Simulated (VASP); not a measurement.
VASP input:

POSCAR:
```
BN
1
    1.2365526170    -2.1417725045     0.0000000000
    1.2365526170     2.1417725045    -0.0000000000
    0.0000000000    -0.0000000000     5.5722288691
B N
2 2
Direct
  0.3333330000   0.6666670000   0.2500000000
  0.6666670000   0.3333330000   0.7500000000
  0.6666670000   0.3333330000   0.2500000000
  0.3333330000   0.6666670000   0.7500000000
```

INCAR:
```
! general
SYSTEM   =  BN
PREC     =  Accurate
ENCUT    =  620
LREAL    =  .False.
LASPH    =  .True.

! electronic loop
EDIFF    =  1E-6
NELM     =  100
ALGO     =  Normal

! smearing
ISMEAR   =  0
SIGMA    =  0.05

! ions
IBRION   =  2
NSW      =  40
ISIF     =  3
EDIFFG   =  -0.02
PSTRESS  =  100

! output
LWAVE    =  .False.
LCHARG   =  .False.
```

File KPOINTS:
```
Automatic
0
gamma
10 10 4
```

POTCAR, in this order: B N (LDA.64 set). Program: vasp_std.

Question: Write an equivalent input for Quantum ESPRESSO's pw.x.

Answer: One equivalent input (not run):
```
&CONTROL
  calculation = 'vc-relax'
  pseudo_dir = './pseudo'
  outdir = './out'
  tprnfor = .true.
  tstress = .true.
  nstep = 40
  forc_conv_thr = 0.00078
/
&SYSTEM
  ibrav = 0
  nat = 4
  ntyp = 2
  ecutwfc = 84
  occupations = 'smearing'
  smearing = 'gaussian'
  degauss = 0.003675
  input_dft = 'pz'
/
&ELECTRONS
  conv_thr = 7.3e-08
  electron_maxstep = 100
/
&IONS
/
&CELL
  press = 100
/
ATOMIC_SPECIES
  B 10.810 B.upf
  N 14.007 N.upf
CELL_PARAMETERS angstrom
     1.2365526   -2.1417725    0.0000000
     1.2365526    2.1417725   -0.0000000
     0.0000000   -0.0000000    5.5722289
ATOMIC_POSITIONS crystal
  B    0.3333330  0.6666670  0.2500000
  B    0.6666670  0.3333330  0.7500000
  N    0.6666670  0.3333330  0.2500000
  N    0.3333330  0.6666670  0.7500000
K_POINTS automatic
  10 10 4 0 0 0
```
Limits of the translation: the potentials are each code's own (VASP's PAW set, PseudoDojo norm-conserving files in pw.x), so ENCUT and ecutwfc are chosen apart and not converted; conv_thr bounds pw.x's estimated SCF error, while EDIFF bounds the energy change between steps; forc_conv_thr acts on force components and is met together with etot_conv_thr.

The compound is BN in the hex structure. It was relaxed first under an external pressure of 10 GPa.
